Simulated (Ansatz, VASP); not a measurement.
# One calculation of ZrTiN, two programs

```
Zr Ti N
1.0
     4.22133    0.00000    0.00000
    -2.11066    3.65578    0.00000
     0.00000    0.00000    2.80280
Zr Ti N
1 1 1
Direct
  0.66667 0.33333 0.50000
  0.33333 0.66667 0.50000
  0.00000 0.00000 0.00000
```

Change from the starting cell: species swapped into the EuAlSi type (P-6m2, No. 187).

Alike in both runs: functional PBE; k mesh 6 × 6 × 6; occupations gaussian, width 0.1 eV; no spin polarisation.

Ansatz relaxed the structure, and its values are those at the end. VASP's run is a single point on that final structure, the one shown.

|  | VASP | Ansatz |
| --- | --- | --- |
| version | VASP 6.6.1 | Ansatz 0.2.0 |
| potentials or method | VASP PAW PBE potentials, release 64 (Zr_sv, Ti_sv, N) | scalar-relativistic, plane waves, PAW |
| plane-wave cutoff (eV) | 520 | 420 |
| valence electrons in the cell | 29 | 29 |

|  | VASP | Ansatz | Ansatz less VASP |
| --- | --- | --- | --- |
| gap on the k mesh at the Fermi level (eV) | none | none | - |
| pressure (GPa) | 0.2 | -0.1 | -0.26 |

A gap of «none» marks a metal or a gap that the smearing closes. The functional is the same, so the differences come from potentials, cutoffs and numerics.

Caveats: the k mesh is coarse (spacing up to 0.37 Å⁻¹), so the values aren't converged.
